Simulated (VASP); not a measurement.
An input for Ansatz (written as the equivalent of a VASP run, and not itself run):

Ansatz 0.2 input:
```yaml
crystal:
  lattice:
    - [2.0872270, -3.6151835, 0.0000000]
    - [2.0872270, 3.6151835, 0.0000000]
    - [0.0000000, 0.0000000, 6.6547505]
  atoms:
    - { symbol: Cd, position: [0.0000000, 0.0000000, 0.0000000] }
    - { symbol: I, position: [0.3333330, 0.6666670, 0.2548659] }
    - { symbol: I, position: [0.6666670, 0.3333330, 0.7451341] }
kpoints:
  mp_grid: { grid: [6, 6, 4] }
hamiltonian:
  xc: lda
  pseudopotentials: { kind: paw }
scf:
  occupations: { method: gaussian, width: 0.05 }
  max_iter: 100
relax:
  max_steps: 40
  f_tol: 0.02
  cell: { p_target: 5 }
output: { forces: true, stress: true, eigenvalues: true }
```

Translate this input to VASP (INCAR, KPOINTS, POSCAR, choice of POTCAR).

This is not unique; one that fits is 
KPOINTS:
```
Automatic mesh
0
Gamma
6 6 4
0 0 0
```

INCAR:
```
! general
SYSTEM   =  CdI2
PREC     =  Accurate
ENCUT    =  500
LREAL    =  F   ! projection in real space or not
LASPH    =  T   ! aspherical one-centre terms

! electronic loop
EDIFF    =  1E-6   ! SCF stop (eV)
NELM     =  100   ! most electronic steps
ALGO     =  Normal
LMAXMIX  =  4

! smearing
ISMEAR   =  0
SIGMA    =  0.05

! ions
IBRION   =  2
NSW      =  40
ISIF     =  3
EDIFFG   =  -0.02   ! ionic stop
PSTRESS  =  50

! output
LWAVE    =  F
LCHARG   =  F
```

**POSCAR**
```
CdI2
1.0
  2.0872269807  -3.6151834520   0.0000000000
  2.0872269807   3.6151834520   0.0000000000
  0.0000000000   0.0000000000   6.6547505066
Cd I
1 2
Cartesian
  0.0000000000   0.0000000000   0.0000000000
  2.0872269807   1.2050635608   1.6960687316
  2.0872269807  -1.2050635608   4.9586817750
```

POTCAR, in this order: Cd I (LDA.64 set). Program: vasp_std.

Limits of the translation: each code has its own PAW files, so the cut-off isn't converted (ENCUT is set for VASP's; basis.ecutwfc is left out, and Ansatz then takes the one that its files recommend); Ansatz stops its SCF on the density residual and VASP on the energy change (EDIFF); Ansatz's lda is the Perdew-Wang form, while the LDA potentials of VASP carry Perdew-Zunger's.

The compound is CdI2 in the 1T layered structure. This run relaxes it under an external pressure of 5 GPa. Symmetry was kept, so distortions that lower it aren't found.
